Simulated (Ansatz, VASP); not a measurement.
Hf4I15Br (a cell with a defect) in VASP and in Ansatz

```xyz
20
Lattice="6.0919 -6.0742 0.0000 6.0919 6.0742 0.0000 -5.7424 0.0000 11.7438" Properties=species:S:1:pos:R:3 pbc="T T T"
Hf    3.4342    4.4118    7.3306
Hf    6.3054   -4.4118    1.4587
Hf    3.0072   -4.4118    4.4132
Hf    0.1360    4.4118   10.2851
I     6.1475    4.7152    1.3785
I    -0.0722    1.4300    4.3012
I     2.8972    1.4760    1.6133
I     6.4153    1.4760    4.2586
I    -2.9433   -1.4300   10.1731
I     3.2135   -1.7313    4.5735
I     3.1651    4.7152    4.4934
I     3.5442   -1.4760   10.1305
I     0.0261   -1.4760    7.4852
I     0.3423    1.7313   10.4454
I     6.0990   -1.7313    1.2984
I     0.2939   -4.7152   10.3653
I     3.2279    1.7313    7.1703
I     3.2763   -4.7152    7.2504
I     6.5135   -1.4300    7.4426
Br    9.3847    1.4300    1.5707
```

Alike in both runs: task electric field gradients; functional PBE; k mesh 3 × 3 × 2; occupations fermi-dirac, width 0.01 eV; no spin polarisation.

```csv
,VASP,Ansatz
version,VASP 6.6.1,Ansatz 0.2.0
potentials or method,"VASP PAW PBE potentials, release 64 (Hf_pv, I, Br)","plane-wave PAW, scalar-relativistic"
plane-wave cutoff (eV),520,420
valence electrons in the cell,152,366
```

VASP gave:

| Quantity | Value |
| --- | --- |
| gap on the k mesh at the Fermi level (eV) | 2.22 |
| pressure (GPa) | 0.2 |
| largest component of the traceless stress (GPa) | 0.33 |
| rms of the force components (eV/Å) | 0.187 |
| Vzz of the field gradient on the site that differs most (V/Å²) | 90.0 |

Q: What did Ansatz give for the same quantities?

A: gap on the k mesh at the Fermi level (eV): 2.22; pressure (GPa): 0.3; largest component of the traceless stress (GPa): 0.34; rms of the force components (eV/Å): 0.190; Vzz of the field gradient on the site that differs most (V/Å²): 114.4.

The functional is the same, so the differences come from potentials, cutoffs and numerics. The two sets of potentials don't hold the same shells in valence. Ansatz warned: «gradients_without_spin_orbit».

Caveats: spin-orbit coupling is left out, which moves the levels of the heavy elements. As with any semilocal functional, this PBE gap is likely too small.
